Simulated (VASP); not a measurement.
Here is the system:

```xyz
4
Lattice="3.5728 0.0000 0.0000 0.0000 3.5728 0.0000 0.0000 0.0000 3.5728" Properties=species:S:1:pos:R:3 pbc="T T T"
Fe     0.0000     0.0000     0.0000
Ni     0.0000     1.7864     1.7864
Ni     1.7864     0.0000     1.7864
Ni     1.7864     1.7864     0.0000
```
Starting moments (μB, in the order of the record's atoms Fe Ni Ni Ni): 3.0 0.7 0.7 0.7.

Computed with revPBE GGA, VASP's PBE PAW potentials (set 64) (plane waves; VASP). Numerical set-up: 520 eV cut-off, 10×10×10 Γ-centred mesh, tetrahedra with Blöchl corrections, potentials Fe Ni.

The cores are frozen, which limits the accuracy of field gradients.

Give the principal components of the electric field gradient (V/Å²) and the asymmetry η at each nucleus.

```csv
atom,Vxx,Vyy,Vzz,η
Fe1,0.0,0.0,0.0,-
Ni2,-1.6,-1.6,3.3,0.00
Ni3,-1.6,-1.6,3.3,0.00
Ni4,-1.6,-1.6,3.3,0.00
```

The compound is Ni3Fe in the L1_2 structure. It was relaxed first.
